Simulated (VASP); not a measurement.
Output of a VASP run:

OSZICAR:
```
       N       E                     dE             d eps       ncg     rms          rms(c)
DAV:   1     0.123096035284E+03    0.12310E+03   -0.96562E+03   812   0.167E+03
DAV:   2     0.185350078897E+01   -0.12124E+03   -0.11949E+03   842   0.371E+02
DAV:   3    -0.852914181719E+01   -0.10383E+02   -0.10337E+02  1052   0.996E+01
DAV:   4    -0.879269045948E+01   -0.26355E+00   -0.26343E+00   948   0.173E+01
DAV:   5    -0.880377918214E+01   -0.11089E-01   -0.11089E-01  1164   0.336E+00    0.630E+00
DAV:   6    -0.876437027559E+01    0.39409E-01   -0.69852E-02  1130   0.239E+00    0.395E+00
DAV:   7    -0.875849454287E+01    0.58757E-02   -0.37179E-02  1006   0.132E+00    0.409E-01
DAV:   8    -0.875734687293E+01    0.11477E-02   -0.71682E-03  1002   0.808E-01    0.175E-01
DAV:   9    -0.875738954298E+01   -0.42670E-04   -0.45112E-04   976   0.221E-01    0.747E-02
DAV:  10    -0.875737890256E+01    0.10640E-04   -0.44876E-05  1068   0.776E-02    0.322E-02
DAV:  11    -0.875737922736E+01   -0.32480E-06   -0.64923E-06   926   0.302E-02
   1 F= -.70149261E+01 E0= -.70149253E+01  d E =-.701493E+01
```

OUTCAR:
```
------------------------ aborting loop because EDIFF is reached ----------------------------------------
  FORCE on cell =-STRESS in cart. coord.  units (eV):
  Direction    XX          YY          ZZ          XY          YZ          ZX
  --------------------------------------------------------------------------------------
  Total        1.7734153      1.7734153      1.7734153     -0.0000000     -0.0000000      0.0000000
  in kB       50.8884628     50.8884628     50.8884628     -0.0000000     -0.0000000      0.0000000
  external PRESSURE =       0.8884628 kB  Pullay stress =      50.0000000 kB
  volume of cell :       55.83
      direct lattice vectors                 reciprocal lattice vectors
     0.000000000  3.033592436  3.033592436    -0.164821086  0.164821086  0.164821086
     3.033592436  0.000000000  3.033592436     0.164821086 -0.164821086  0.164821086
     3.033592436  3.033592436  0.000000000     0.164821086  0.164821086 -0.164821086
 POSITION                                       TOTAL-FORCE (eV/Angst)
 -----------------------------------------------------------------------------------
      0.00000      0.00000      0.00000         0.000000     -0.000000      0.000000
      3.03359      3.03359      3.03359        -0.000000      0.000000      0.000000
 -----------------------------------------------------------------------------------
    total drift:                                0.000000     -0.000000     -0.000000
  FREE ENERGIE OF THE ION-ELECTRON SYSTEM (eV)
  ---------------------------------------------------
  free  energy   TOTEN  =        -8.7573792274 eV

  energy  without entropy=       -8.7573777149  energy(sigma->0) =       -8.75737847
  enthalpy is  TOTEN    =        -7.0149260535 eV   P V=        1.7424531738

 reached required accuracy - stopping structural energy minimisation
```
(Selected blocks of OUTCAR.)

**POSCAR**
```
SnTe
1
    0.0000000000     3.0335924357     3.0335924357
    3.0335924357    -0.0000000000     3.0335924357
    3.0335924357     3.0335924357     0.0000000000
Sn Te
1 1
Direct
  0.0000000000   0.0000000000   0.0000000000
  0.5000000000   0.5000000000   0.5000000000
```

**Question.** Reconstruct the remaining input files.

**Answer.** Several could match; the one computed here: the input of the run itself, LDA (Ceperley-Alder, Perdew-Zunger), plane waves, VASP's LDA PAW potentials (set 64).

INCAR:
```
# general
SYSTEM   =  SnTe
PREC     =  Accurate
ENCUT    =  500
LREAL    =  .FALSE.   # projection in real space or not
LASPH    =  .TRUE.   # aspherical one-centre terms

# electronic loop
EDIFF    =  1E-6
NELM     =  100
ALGO     =  Normal
LMAXMIX  =  4

# smearing
ISMEAR   =  0
SIGMA    =  0.05

# ions
IBRION   =  2   # conjugate gradients
NSW      =  40
ISIF     =  3
EDIFFG   =  -0.02
PSTRESS  =  50   # kbar

# output
LWAVE    =  .FALSE.
LCHARG   =  .FALSE.
```

File KPOINTS:
```
Regular mesh
0
gamma
  8 8 8
```

POTCAR, in this order: Sn_d Te (LDA.64 set). Program: vasp_std.

The compound is SnTe in the rock salt structure, which distorts at low temperature. It was relaxed first under an external pressure of 5 GPa.
